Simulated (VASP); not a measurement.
These are rev-vdW-DF2, VASP's PBE PAW potentials (set 64) (plane waves; VASP) values and carry that method's errors.

The input files of a VASP run:

### INCAR
```
! general
SYSTEM    =  BP
PREC      =  Accurate
ENCUT     =  520
LREAL     =  .FALSE.   ! projection in real space or not
LASPH     =  .TRUE.   ! aspherical one-centre terms

! electronic loop
EDIFF     =  1E-7   ! SCF stop (eV)
NELM      =  100
ALGO      =  Normal   ! blocked Davidson

! smearing
ISMEAR    =  0   ! Gaussian
SIGMA     =  0.05

! functional
GGA       =  MK
LUSE_VDW  =  .TRUE.
AGGAC     =  0.0
PARAM1    =  0.1234568
PARAM2    =  0.7114
ZAB_VDW   =  -1.8867

! ions
ISIF      =  2

! output
LWAVE     =  .FALSE.
LCHARG    =  .FALSE.
```

### POSCAR
```
BP
1
    0.0000000000     2.2924767093     2.2924767093
    2.2924767093     0.0000000000     2.2924767093
    2.2924767093     2.2924767093     0.0000000000
B P
1 1
Direct
  0.0000000000   0.0000000000   0.0000000000
  0.2500000000   0.2500000000   0.2500000000
```

File KPOINTS:
```
Regular mesh
0
gamma
  10 10 10
```

POTCAR, in this order: B P (PBE.64 set). Program: vasp_std.

The run wrote:

OSZICAR:
```
       N       E                     dE             d eps       ncg     rms          rms(c)
DAV:   1     0.122858710949E+02    0.12286E+02   -0.41330E+03   752   0.902E+02
DAV:   2    -0.116315770090E+02   -0.23917E+02   -0.22514E+02  1160   0.111E+02
DAV:   3    -0.119087014605E+02   -0.27712E+00   -0.27712E+00   904   0.158E+01
DAV:   4    -0.119093998758E+02   -0.69842E-03   -0.69842E-03  1168   0.820E-01
DAV:   5    -0.119094001479E+02   -0.27210E-06   -0.27195E-06   904   0.150E-02    0.638E+00
DAV:   6    -0.113771439509E+02    0.53226E+00   -0.15053E+00   816   0.658E+00    0.347E+00
DAV:   7    -0.112968504861E+02    0.80293E-01   -0.23041E-01  1128   0.289E+00    0.123E+00
DAV:   8    -0.112892368647E+02    0.76136E-02   -0.31778E-02   888   0.118E+00    0.225E-01
DAV:   9    -0.112893891828E+02   -0.15232E-03   -0.34869E-04  1080   0.181E-01    0.161E-01
DAV:  10    -0.112894941734E+02   -0.10499E-03   -0.24655E-04   816   0.125E-01    0.281E-02
DAV:  11    -0.112895028624E+02   -0.86891E-05   -0.11124E-05  1048   0.312E-02    0.423E-02
DAV:  12    -0.112895027937E+02    0.68763E-07   -0.45169E-06   856   0.120E-02    0.938E-03
DAV:  13    -0.112895028392E+02   -0.45580E-07   -0.94905E-08   504   0.302E-03
   1 F= -.11289503E+02 E0= -.11289503E+02  d E =-.128619E-13
```

### OUTCAR
```
------------------------ aborting loop because EDIFF is reached ----------------------------------------
  FORCE on cell =-STRESS in cart. coord.  units (eV):
  Direction    XX          YY          ZZ          XY          YZ          ZX
  --------------------------------------------------------------------------------------
  Total       -0.7083828     -0.7083828     -0.7083828     -0.0000000      0.0000000     -0.0000000
  in kB      -47.1013983    -47.1013983    -47.1013983     -0.0000000      0.0000000     -0.0000000
  external PRESSURE =     -47.1013983 kB  Pullay stress =       0.0000000 kB
  volume of cell :       24.10
      direct lattice vectors                 reciprocal lattice vectors
     0.000000000  2.292476709  2.292476709    -0.218104724  0.218104724  0.218104724
     2.292476709  0.000000000  2.292476709     0.218104724 -0.218104724  0.218104724
     2.292476709  2.292476709  0.000000000     0.218104724  0.218104724 -0.218104724
  FREE ENERGIE OF THE ION-ELECTRON SYSTEM (eV)
  ---------------------------------------------------
  free  energy   TOTEN  =       -11.2895028392 eV

  energy  without entropy=      -11.2895028392  energy(sigma->0) =      -11.28950284
```
(Selected blocks of OUTCAR.)

The compound is BP in the zinc blende structure. This cell is one point of a volume scan, at 1.03 of the reference volume.
